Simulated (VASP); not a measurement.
Given:

```xyz
5
Lattice="3.8168 0.0000 0.0000 0.0000 3.8168 0.0000 0.0000 0.0000 3.8168" Properties=species:S:1:pos:R:3 pbc="T T T"
K      0.0000     0.0000     0.0000
Mg     1.9084     1.9084     1.9084
F      1.9084     0.0000     1.9084
F      0.0000     1.9084     1.9084
F      1.9084     1.9084     0.0000
```

Calculation: LDA (Ceperley-Alder, Perdew-Zunger), VASP's LDA PAW potentials (set 64) (plane waves; VASP). Numerical set-up: 520 eV cut-off, 6×6×6 Γ-centred mesh, Gaussian smearing of 0.050 eV, potentials K_sv Mg F.

**Question.** Give the stress tensor in GPa (positive for a compressed cell).

**Answer.** 
```
6.33  0.00  0.00
0.00  6.33  0.00
0.00  0.00  6.33
```
The pressure is its mean diagonal, 6.33 GPa.

The compound is KMgF3 in the cubic perovskite structure. This cell is one point of a volume scan, at 0.94 of the reference volume.
